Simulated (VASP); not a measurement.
Energy against volume of GaSb (zinc blende). Calculation: rev-vdW-DF2, VASP's PBE PAW potentials (set 64) (plane waves; VASP).

```
V (Å³/atom)  E (eV/atom)
-----------  -----------
27.690          -1.29078
28.573          -1.30386
29.457          -1.30781
30.341          -1.30395
31.224          -1.29359
```

### Question
Fit a third-order Birch-Murnaghan equation of state.

### Answer

```
Item                                            Result
---------------------------------------  -------------
volume per atom                          29.44 Å³/atom
bulk modulus                                  46.9 GPa
pressure derivative of the bulk modulus           4.62
lattice constant a                             6.175 Å
```

Measured: bulk modulus 57.0 GPa (computed value off by -17.8 %), as given by Cormac Toher et al., Physical Review Materials (2017), arXiv:1611.05714; a 6.096 Å at 300 K (computed value off by +1.3 %), as given by I. Vurgaftman et al., Journal of Applied Physics (2001), doi:10.1063/1.1368156. The calculation is for a static lattice, while the measured bulk modulus, a hold thermal and zero-point effects, which are part of the difference.

The compound is GaSb in the zinc blende structure. It was relaxed first.
